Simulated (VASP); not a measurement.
Input:

```
As
1.0
   -1.65633     1.65633     1.65633
    1.65633    -1.65633     1.65633
    1.65633     1.65633    -1.65633
As
1
Direct
  0.00000   0.00000   0.00000
```

Level of theory: PBEsol GGA, VASP's PBE PAW potentials (set 64) (plane waves; VASP 6.6.1). Settings: 400 eV cut-off, 17×17×17 Γ-centred mesh, tetrahedra with Blöchl corrections, potentials As.

### Question
The job: As (relaxed from the bcc structure, space group Im-3m), 1 atom, PBEsol, static run, 400 eV, 17×17×17 Γ-centred mesh. Roughly how much core time does it take on a busy server core?

### Answer
About 10 core-seconds (one run on a shared machine, a rough figure). It had 165 irreducible k-points, 6 bands, up to 341 plane waves and 11 electronic steps.

The structure was generated: As was put into the bcc type (Im-3m), which need not be its known phase. It was relaxed first, which changed the volume by -6 %.
